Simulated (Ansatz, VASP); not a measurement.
# Ti2CSO (Ti2COS MXene bilayer, like faces together) in two plane-wave programs

One calculation is typed for both programs; each brings its own data sets. How far apart do they land? The cell is taken from a series of runs on this material, whose earlier steps may have relaxed, scaled, displaced or heated it; both programs get it as it stands.

Program: Ansatz 0.2.0. Level of theory: plane waves, with VASP 6.6.1 beside it; single point at PBEsol with D3(BJ). Results are calculated unless marked as measured.

### 1. The structure

The cell holds 10 atoms: 2 S, 4 Ti, 2 C and 2 O. Cell: a = 3.048 Å, b = 3.048 Å, c = 30.178 Å, α = 90.0°, β = 90.0°, γ = 120.0°. Vacuum lies along c.

### 2. VASP: single point, PBEsol with D3(BJ)

A single point gives forces, pressure and levels at one fixed geometry, so differences don't come from the geometry; what else differs is listed under the comparison.

Lines of VASP's logs that name or quote its potential files are left out, and so is its time.

INCAR

```
SYSTEM = Ti2CSO
PREC = Accurate
ENCUT = 520
EDIFF = 1E-06
NELM = 120
ISMEAR = -1
SIGMA = 0.02585
LREAL = .FALSE.
ALGO = Normal
GGA = PS
IVDW = 12
NBANDS = 50
LASPH = .TRUE.
LORBIT = 11
LWAVE = .FALSE.
LCHARG = .FALSE.
ISIF = 2
LDIPOL = .TRUE.
IDIPOL = 3
DIPOL = 0.5 0.5 0.5
LVHAR = .TRUE.
GGA_COMPAT = .FALSE.
NELMDL = -8
KPAR = 2
```

POSCAR

```
Ti2CSO
1.0
    3.0476741066      0.0000000000      0.0000000000
   -1.5238370533      2.6393631987      0.0000000000
    0.0000000000      0.0000000000     30.1775548040
S Ti C O
2 4 2 2
Direct
    0.3333333333      0.6666666667      0.2982348987
    0.6666666667      0.3333333333      0.7017651013
    0.6666666667      0.3333333333      0.3511865128
    0.3333333333      0.6666666667      0.4334032565
    0.0000000000      0.0000000000      0.6487983075
    0.6666666667      0.3333333333      0.5663918512
    0.0000000000      0.0000000000      0.3902223723
    0.3333333333      0.6666666667      0.6099133496
    0.6666666667      0.3333333333      0.4625546947
    0.0000000000      0.0000000000      0.5380832184
```

KPOINTS

```
Automatic mesh
0
Gamma
18 18 1
0 0 0
```

PAW data sets: S, Ti_sv, C and O (PBE family, release 64).

Command:

```bash
$ mpirun -np 2 vasp_std
```

Numbers of over 12 decimals in the logs are rounded to 6 here.

What it wrote:

```text
[banner, memory and clock lines left out]
running    2 mpi-ranks, on    1 nodes
 distrk:  each k-point on    1 cores,    2 groups
 distr:  one band on    1 cores,    1 groups

 POSCAR found type information on POSCAR S TiC O
 POSCAR found :  4 types and      10 ions
|                                                                             |
|               ----> ADVICE to this user running VASP <----                  |
|                                                                             |
|     You enforced a specific xc type in the INCAR file but a different       |
|     [... a line on the potential file left out ...]
|     I HOPE YOU KNOW WHAT YOU ARE DOING!                                     |
|                                                                             |

 LDA part: xc-table for (Slater+PW92), standard interpolation
 POSCAR, INCAR and KPOINTS ok, starting setup
 FFT: planning ... GRIDC
 FFT: planning ... GRID_SOFT
 FFT: planning ... GRID
 WAVECAR not read
 entering main loop
       N       E                     dE             d eps       ncg     rms          rms(c)
DAV:   1     0.108755200481E+04    0.10876E+04   -0.40596E+04  3996   0.163E+03
DAV:   2     0.724076886297E+02   -0.10151E+04   -0.97688E+03  4120   0.502E+02
DAV:   3    -0.902150029264E+02   -0.16262E+03   -0.15846E+03  5568   0.186E+02
DAV:   4    -0.108211690184E+03   -0.17997E+02   -0.17918E+02  5846   0.548E+01
DAV:   5    -0.109573409403E+03   -0.13617E+01   -0.13613E+01  5664   0.144E+01
DAV:   6    -0.109621500995E+03   -0.48092E-01   -0.48089E-01  5648   0.285E+00
DAV:   7    -0.109623393295E+03   -0.18923E-02   -0.18923E-02  5656   0.513E-01
DAV:   8    -0.109623433470E+03   -0.40175E-04   -0.40174E-04  5704   0.856E-02    0.387E+01
DAV:   9    -0.897519864824E+02    0.19871E+02   -0.15732E+02  5104   0.809E+01    0.166E+01
DAV:  10    -0.888778508636E+02    0.87414E+00   -0.41966E+01  5146   0.383E+01    0.109E+01
DAV:  11    -0.881134442098E+02    0.76441E+00   -0.95238E+00  5858   0.303E+01    0.593E+00
DAV:  12    -0.100361083655E+03   -0.12248E+02   -0.55219E+01  6110   0.219E+01    0.224E+01
DAV:  13    -0.868588808621E+02    0.13502E+02   -0.40808E+01  5522   0.192E+01    0.376E+00
DAV:  14    -0.876136713923E+02   -0.75479E+00   -0.11585E+01  5168   0.109E+01    0.181E+00
[...]
DAV:  29    -0.876381235733E+02   -0.39003E-04   -0.56704E-06  3782   0.110E-02    0.325E-03
DAV:  30    -0.876381345179E+02   -0.10945E-04   -0.87261E-07  2432   0.461E-03    0.236E-03
DAV:  31    -0.876381419855E+02   -0.74676E-05   -0.35917E-07  2260   0.299E-03    0.169E-03
DAV:  32    -0.876381455219E+02   -0.35364E-05   -0.18746E-07  2182   0.231E-03    0.900E-04
DAV:  33    -0.876381494083E+02   -0.38864E-05   -0.13881E-07  2088   0.195E-03    0.587E-04
DAV:  34    -0.876381506482E+02   -0.12399E-05   -0.17475E-07  2292   0.189E-03    0.411E-04
DAV:  35    -0.876381518447E+02   -0.11966E-05   -0.49056E-08  2060   0.908E-04    0.557E-04
DAV:  36    -0.876381528407E+02   -0.99598E-06   -0.20047E-08  2040   0.705E-04
   1 F= -.90532179E+02 E0= -.90529722E+02  d E =-.491360E-02
```

From OUTCAR (step 2):

```text
ion  position               nearest neighbor table
   1  0.333  0.667  0.298-   3 2.38   3 2.38   3 2.38
   2  0.667  0.333  0.702-   5 2.38   5 2.38   5 2.38
   3  0.667  0.333  0.351-   7 2.12   7 2.12   7 2.12   1 2.38   1 2.38   1 2.38
   4  0.333  0.667  0.433-   9 1.97   9 1.97   9 1.97   7 2.19   7 2.19   7 2.19
   5  0.000  0.000  0.649-   8 2.11   8 2.11   8 2.11   2 2.38   2 2.38   2 2.38
   6  0.667  0.333  0.566-  10 1.96  10 1.96  10 1.96   8 2.20   8 2.20   8 2.20
   7  0.000  0.000  0.390-   3 2.12   3 2.12   3 2.12   4 2.19   4 2.19   4 2.19
   8  0.333  0.667  0.610-   5 2.11   5 2.11   5 2.11   6 2.20   6 2.20   6 2.20
   9  0.667  0.333  0.463-   4 1.97   4 1.97   4 1.97
  10  0.000  0.000  0.538-   6 1.96   6 1.96   6 1.96

  LATTYP: Found a hexagonal cell.
 ALAT       =     3.0476741066
 C/A-ratio  =     9.9018312813

 Subroutine GETGRP returns: Found  6 space group operations
 (whereof  6 operations were pure point group operations)

The static configuration has the point symmetry C_3v.

 Found     37 irreducible k-points:

   k-points           NKPTS =     37   k-points in BZ     NKDIM =     37   number of bands    NBANDS=     50

   dimension x,y,z NGX =    24 NGY =   24 NGZ =  224
   dimension x,y,z NGXF=    48 NGYF=   48 NGZF=  448

   ENCUT  =  520.0 eV  38.22 Ry    6.18 a.u.   5.67  5.67 56.11*2*pi/ulx,y,z

   NELECT =      80.0000    total number of electrons

 k-points in reciprocal lattice and weights: Automatic mesh
   0.00000000  0.00000000  0.00000000       0.003
   0.05555556  0.00000000  0.00000000       0.019
   0.11111111  0.00000000  0.00000000       0.019
   0.16666667  0.00000000  0.00000000       0.019
   0.22222222 -0.00000000  0.00000000       0.019
   0.27777778  0.00000000  0.00000000       0.019
   0.33333333  0.00000000  0.00000000       0.019
   0.38888889  0.00000000  0.00000000       0.019
   0.44444444 -0.00000000  0.00000000       0.019
[...]
0.33333333  0.27777778  0.00000000       0.037
   0.33333333  0.33333333  0.00000000       0.006

 dipolmoment           0.000000      0.000000      0.000654 electrons x Angstroem

 average (electrostatic) potential at core
       1 -90.1974       2 -90.1872       3 -79.5330       4 -80.6371       5 -79.5291
       6 -80.6515       7 -53.2262       8 -53.2090       9 -75.0519      10 -75.0890

 E-fermi :   0.8994

 k-point     1 :       0.0000    0.0000    0.0000
  band No.  band energies     occupation
    ...
     32      -1.0825      2.00000
     33      -1.0679      2.00000
     34      -1.0679      2.00000
     35      -0.5944      2.00000
     36      -0.2989      2.00000
     37       1.4626      0.00000
     38       1.4626      0.00000
     39       1.4822      0.00000
     40       1.4822      0.00000
     41       1.8676      0.00000
    ...

 k-point     2 :       0.0556    0.0000    0.0000
  band No.  band energies     occupation
    ...
     32      -1.2379      2.00000
     33      -1.0873      2.00000
     34      -1.0698      2.00000
     35      -0.4297      2.00000
     36      -0.2285      2.00000
     37       1.0906      0.00122
     38       1.1313      0.00025
     39       1.2209      0.00001
     40       1.2516      0.00000
     41       1.7127      0.00000
    ...

 k-point     3 :       0.1111    0.0000    0.0000
  band No.  band energies     occupation
    ...
     36      -0.2341      2.00000
     37       0.4239      2.00000
     38       0.4470      2.00000
     39       0.8897      1.18406
     40       0.9137      0.72895
     41       1.5204      0.00000
     42       1.5573      0.00000
     43       2.1726      0.00000
     44       2.2048      0.00000
     45       2.5287      0.00000
    ...

 Edisp (eV)   -2.89403

  Total       0.18802     0.18802     0.12356     0.00000    -0.00000     0.00000
  in kB       1.24098     1.24098     0.81553     0.00000    -0.00000     0.00000
  external pressure =        1.10 kB  Pullay stress =        0.00 kB

  energy-cutoff  :      520.00
  volume of cell :      242.75
      direct lattice vectors                 reciprocal lattice vectors
     3.047674107  0.000000000  0.000000000     0.328119072  0.189439635  0.000000000
    -1.523837053  2.639363199  0.000000000     0.000000000  0.378879269  0.000000000
     0.000000000  0.000000000 30.177554804     0.000000000  0.000000000  0.033137211

 POSITION                                       TOTAL-FORCE (eV/Angst)
 -----------------------------------------------------------------------------------
     -0.00000      1.75958      9.00000        -0.000000     -0.000000     -0.008360
      1.52384      0.87979     21.17755         0.000000     -0.000000      0.023582
      1.52384      0.87979     10.59795         0.000000     -0.000000      0.000144
     -0.00000      1.75958     13.07905        -0.000000     -0.000000     -0.004383
      0.00000      0.00000     19.57915         0.000000      0.000000     -0.004234
      1.52384      0.87979     17.09232        -0.000000     -0.000000      0.047821
      0.00000      0.00000     11.77596         0.000000     -0.000000     -0.016923
     -0.00000      1.75958     18.40569         0.000000     -0.000000      0.000260
      1.52384      0.87979     13.95877         0.000000     -0.000000      0.026773
      0.00000      0.00000     16.23804         0.000000      0.000000     -0.064679
 -----------------------------------------------------------------------------------
    total drift:                               -0.000000      0.000000      0.000931

  FREE ENERGIE OF THE ION-ELECTRON SYSTEM (eV)
  ---------------------------------------------------
  free  energy   TOTEN  =       -90.5321790525 eV

  energy  without entropy=      -90.5272654508  energy(sigma->0) =      -90.52972225

 vacuum level on the upper side and lower side of the slab         6.783         6.769

 total charge
# of ion       s       p       d       tot
------------------------------------------
    1        1.366   2.331   0.000   3.697
    2        1.366   2.331   0.000   3.697
    3        2.212   6.259   2.000  10.471
    4        2.206   6.268   1.873  10.347
    5        2.213   6.260   2.000  10.472
    6        2.207   6.270   1.877  10.355
    7        0.890   1.522   0.000   2.412
    8        0.889   1.522   0.000   2.411
    9        1.573   3.442   0.000   5.016
   10        1.574   3.449   0.000   5.023
--------------------------------------------------
tot         16.498  39.654   7.750  63.902

[... 3 further parts left out ...]
```

This run has no spin polarisation, so a moment on Ti, if there is one, isn't seen.

[end of part 1 of 2]

[Lines on the potential files, build, host, timing and source positions are cut from VASP's logs without a mark.]

[Logs are printed without paths, hosts, clocks, repeated set-up lines and the standing remarks that a program may print on its own settings, such as how far it seeks lower states.]

[Hosts, paths, dates, database ids (printed as entryN), source tags and the programs' standing remarks are cut or masked in the printed files.]
